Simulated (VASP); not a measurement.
Here is a VASP 6.6.1 calculation.

INCAR

```
SYSTEM = H4C
  ALGO = Normal
  EDIFF = 1E-7
  ENCUT = 520
  GGA = PE
  ISIF = 2
  ISMEAR = -1
  IVDW = 12
  LASPH = .True.
  LCHARG = .False.
  LREAL = Auto
  LWAVE = .False.
  NBANDS = 45
  NELM = 100
  PREC = Accurate
  SIGMA = 0.02
```

The input KPOINTS:

```
k-points
0
Gamma
  1 1 1
  0 0 0
```

File POSCAR:

```
H4C
1.0
    7.4638260000      0.0000000000      0.0000000000
    0.0000000000      7.4638260000      0.0000000000
    0.0000000000      0.0000000000      7.4638260000
C H
6 24
Direct
    0.5746516599      0.5374589386      0.1446577131
    0.9813733600      0.4525962958      0.8355366269
    0.8502073869      0.9264953390      0.8530075594
    0.8940186976      0.9866253581      0.3406965811
    0.4051675374      0.8250728246      0.6028811497
    0.3445551919      0.0941072313      0.0478039011
    0.6640696072      0.6591525580      0.1803096696
    0.6391360142      0.4128981571      0.1904117272
    0.5283885235      0.5374455407      0.0060692733
    0.4596838136      0.5678722950      0.2239468069
    0.8506629174      0.3880315538      0.8743103068
    0.9683237525      0.4898694048      0.6934915149
    1.0893206782      0.3570152895      0.8397301866
    1.0002778736      0.5684484070      0.9267632981
    0.9947177225      0.8910845456      0.8601620670
    0.7805246264      0.8111523500      0.9105785692
    0.8152253281      0.9362356518      0.7122888449
    0.8262786405      1.0546467723      0.9145041698
    1.0262431091      0.9793368709      0.4077265467
    0.8024168838      1.0295791997      0.4470495427
    0.8649049429      0.8576164557      0.2892216405
    0.8787450297      1.0838811087      0.2372241797
    0.3476099255      0.8513998049      0.7459043123
    0.4103659437      0.9440734551      0.5091356631
    0.3547912291      0.6978994419      0.5463283844
    0.5484988530      0.7942039378      0.6210085819
    0.4294714266      0.0723221576     -0.0696291687
    0.4272875600      0.1753390285      0.1349575941
    0.3146107640     -0.0368845683      0.1118193270
    0.2134026168      0.1443897540      0.0014603770
```

Potentials or basis: VASP PAW PBE potentials, release 64 (C, H).

The run is started by

```console
$ cat potpaw_PBE.64/C/POTCAR potpaw_PBE.64/H/POTCAR > POTCAR
$ mpirun -np 1 vasp_gam > vasp.out
```

Estimate the largest force.

2.103 eV/Å.

Predict the pressure.

-0.5 GPa.

Predict the band gap on the k mesh.

7.01 eV, direct.

Stress tensor (GPa, compression positive):
```
-0.57 -0.25 -0.13
-0.25 -0.47  0.00
-0.13  0.00 -0.37
```

A hybrid or GW would open this gap; PBE tends to underestimate it.
